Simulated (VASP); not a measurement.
These are AM05 GGA, VASP's PBE PAW potentials (set 64) (plane waves; VASP) values and carry that method's errors.

The input files of a VASP run:

**POSCAR**
```
Ni3Al
1
    3.4459529321     0.0000000000     0.0000000000
    0.0000000000     3.4459529321     0.0000000000
    0.0000000000     0.0000000000     3.4459529321
Al Ni
1 3
Direct
  0.0000000000   0.0000000000   0.0000000000
  0.0000000000   0.5000000000   0.5000000000
  0.5000000000   0.0000000000   0.5000000000
  0.5000000000   0.5000000000   0.0000000000
```

### INCAR
```
! general
SYSTEM =Ni3Al
PREC   =Accurate
ENCUT  =520   ! plane-wave cut-off (eV)
LREAL  =.FALSE.   ! projection in real space or not
LASPH  =.TRUE.

! electronic loop
EDIFF  =1E-7
NELM   =100   ! most electronic steps
ALGO   =Normal   ! blocked Davidson
LMAXMIX=4   ! l cut-off of mixed one-centre charges

! smearing
ISMEAR =1
SIGMA  =0.1

! functional
GGA    =AM   ! AM05

! spin
ISPIN  =2   ! spin-polarised
MAGMOM =-0.0 0.2 0.2 0.2

! ions
ISIF   =2

! output
LWAVE  =.FALSE.
LCHARG =.FALSE.
LORBIT =10
```

KPOINTS:
```
Automatic mesh
0
Gamma
9 9 9
0 0 0
```

POTCAR, in this order: Al Ni (PBE.64 set). Program: vasp_std.

The run wrote:

### OUTCAR
```
 ion  position               nearest neighbor table
   1  0.000  0.000  0.000-   2 2.44   3 2.44   4 2.44   2 2.44   3 2.44   2 2.44   4 2.44   2 2.44
                             3 2.44   4 2.44   3 2.44   4 2.44
   2  0.000  0.500  0.500-   1 2.44   3 2.44   4 2.44   1 2.44   4 2.44   1 2.44   3 2.44   1 2.44
                             3 2.44   4 2.44   4 2.44   3 2.44
   3  0.500  0.000  0.500-   1 2.44   2 2.44   4 2.44   1 2.44   4 2.44   2 2.44   4 2.44   4 2.44
                             1 2.44   2 2.44   1 2.44   2 2.44
   4  0.500  0.500  0.000-   1 2.44   2 2.44   3 2.44   2 2.44   3 2.44   1 2.44   3 2.44   3 2.44
                             1 2.44   2 2.44   2 2.44   1 2.44
  LATTYP: Found a simple cubic cell.
 ALAT       =     3.4459529321
 Subroutine PRICEL returns:
 Original cell was already a primitive cell.
 Subroutine GETGRP returns: Found 48 space group operations
The static configuration has the point symmetry O_h .
The dynamic configuration has the point symmetry O_h .
The overall configuration has the point symmetry O_h .
 Subroutine INISYM returns: Found 48 space group operations
 Subroutine IBZKPT returns following result:
 Found     35 irreducible k-points:

 Following reciprocal coordinates:
            Coordinates               Weight
  0.000000  0.000000  0.000000      1.000000
  0.111111  0.000000  0.000000      6.000000
...
```

**OSZICAR**
```
       N       E                     dE             d eps       ncg     rms          rms(c)
DAV:   1     0.192348915316E+03    0.19235E+03   -0.14773E+04  2832   0.215E+03
DAV:   2    -0.176191875656E+02   -0.20997E+03   -0.20262E+03  2808   0.374E+02
DAV:   3    -0.280285395167E+02   -0.10409E+02   -0.97155E+01  2972   0.113E+02
DAV:   4    -0.282559005558E+02   -0.22736E+00   -0.22543E+00  3224   0.155E+01
DAV:   5    -0.282632549577E+02   -0.73544E-02   -0.73512E-02  3364   0.255E+00    0.219E+01
DAV:   6    -0.281750305268E+02    0.88224E-01   -0.77507E+01  3108   0.147E+02    0.196E+01
DAV:   7    -0.234522929605E+02    0.47227E+01   -0.20903E+01  3084   0.769E+01    0.300E+00
DAV:   8    -0.234037528623E+02    0.48540E-01   -0.43786E-01  3060   0.618E+00    0.156E+00
DAV:   9    -0.233739264614E+02    0.29826E-01   -0.45252E-02  3632   0.306E+00    0.339E-01
DAV:  10    -0.233727737852E+02    0.11527E-02   -0.17878E-03  3120   0.454E-01    0.168E-01
DAV:  11    -0.233726645273E+02    0.10926E-03   -0.25972E-04  3532   0.188E-01    0.135E-01
DAV:  12    -0.233727180753E+02   -0.53548E-04   -0.55111E-05  3456   0.104E-01    0.117E-01
DAV:  13    -0.233726546227E+02    0.63453E-04   -0.26216E-05  3192   0.919E-02    0.108E-01
DAV:  14    -0.233724571983E+02    0.19742E-03   -0.41839E-04  3268   0.356E-01    0.828E-02
DAV:  15    -0.233723569369E+02    0.10026E-03   -0.49933E-04  3308   0.358E-01    0.308E-02
DAV:  16    -0.233723484106E+02    0.85263E-05   -0.57163E-05  3164   0.101E-01    0.179E-02
DAV:  17    -0.233723451581E+02    0.32525E-05   -0.34834E-05  3376   0.950E-02    0.764E-03
DAV:  18    -0.233723455727E+02   -0.41463E-06   -0.27183E-06  3016   0.247E-02    0.507E-03
DAV:  19    -0.233723454352E+02    0.13747E-06   -0.39259E-06  3264   0.349E-02    0.232E-03
DAV:  20    -0.233723453360E+02    0.99289E-07   -0.50145E-07  2632   0.137E-02
   1 F= -.23372345E+02 E0= -.23372404E+02  d E =0.174807E-03  mag=    -0.0001
```

### OUTCAR
```
------------------------ aborting loop because EDIFF is reached ----------------------------------------
  FORCE on cell =-STRESS in cart. coord.  units (eV):
  Direction    XX          YY          ZZ          XY          YZ          ZX
  --------------------------------------------------------------------------------------
  Total        3.5653276      3.5653276      3.5653276     -0.0000000     -0.0000000      0.0000000
  in kB      139.5989002    139.5989002    139.5989002     -0.0000000     -0.0000000      0.0000000
  external PRESSURE =     139.5989002 kB  Pullay stress =       0.0000000 kB
  volume of cell :       40.92
      direct lattice vectors                 reciprocal lattice vectors
     3.445952932  0.000000000  0.000000000     0.290195490  0.000000000  0.000000000
     0.000000000  3.445952932  0.000000000     0.000000000  0.290195490  0.000000000
     0.000000000  0.000000000  3.445952932     0.000000000  0.000000000  0.290195490
 POSITION                                       TOTAL-FORCE (eV/Angst)
 -----------------------------------------------------------------------------------
      0.00000      0.00000      0.00000         0.000000      0.000000      0.000000
      0.00000      1.72298      1.72298         0.000000      0.000000      0.000000
      1.72298      0.00000      1.72298         0.000000      0.000000      0.000000
      1.72298      1.72298      0.00000         0.000000      0.000000      0.000000
 -----------------------------------------------------------------------------------
    total drift:                                0.000000      0.000000      0.000000
  FREE ENERGIE OF THE ION-ELECTRON SYSTEM (eV)
  ---------------------------------------------------
  free  energy   TOTEN  =       -23.3723453360 eV

  energy  without entropy=      -23.3725201431  energy(sigma->0) =      -23.37240361

 total charge

# of ion       s       p       d       tot
------------------------------------------
    1        0.418   0.435   0.000   0.853
    2        0.540   0.612   8.434   9.586
    3        0.540   0.612   8.434   9.586
    4        0.540   0.612   8.434   9.586
--------------------------------------------------
tot          2.037   2.272  25.303  29.612

 magnetization (x)

# of ion       s       p       d       tot
------------------------------------------
    1       -0.000  -0.000   0.000  -0.000
    2       -0.000  -0.000   0.000   0.000
    3       -0.000  -0.000   0.000   0.000
    4       -0.000  -0.000   0.000   0.000
--------------------------------------------------
tot         -0.000  -0.000   0.000   0.000
```
(Selected blocks of OUTCAR.)

The compound is Ni3Al in the L1_2 structure. This cell is one point of a volume scan, at 0.94 of the reference volume.
